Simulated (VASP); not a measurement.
The system is BAs.

```xyz
2
Lattice="0.0000 2.3885 2.3885 2.3885 0.0000 2.3885 2.3885 2.3885 0.0000" Properties=species:S:1:pos:R:3 pbc="T T T"
B     0.0000    0.0000    0.0000
As    1.1943    1.1943    1.1943
```

```yaml
Program: VASP 6.6.1
Task: relaxation of cell and atoms
Functional: PBE
Potentials_or_basis: VASP PAW PBE potentials, release 64 (B, As)
Cutoff: 520 eV
k_mesh: 12 × 12 × 12
Occupations: gaussian, width 1 eV
Spin: no spin polarisation
```

At the start: pressure 3.4 GPa; volume 13.63 Å³/atom.

Question: Where does the relaxation end?

Answer: Over 3 steps the energy falls by 3.5 meV/atom and the volume is 13.97 Å³/atom (+2.5 %); space group F-43m (No. 216, to 0.05 Å).

Step by step:
| step | energy change (eV) | largest force (eV/Å) | pressure (GPa) | volume (Å³) |
| --- | --- | --- | --- | --- |
| 1 | 0.0000 | 0.0000 | 3.42 | 27.25 |
| 2 | -0.0037 | 0.0000 | -2.17 | 28.41 |
| 3 | -0.0071 | 0.0000 | 0.01 | 27.93 |

Final structure:
```xyz
2
Lattice="0.0000 2.4082 2.4082 2.4082 0.0000 2.4082 2.4082 2.4082 0.0000" Properties=species:S:1:pos:R:3 pbc="T T T"
B     0.0000    0.0000    0.0000
As    1.2041    1.2041    1.2041
```
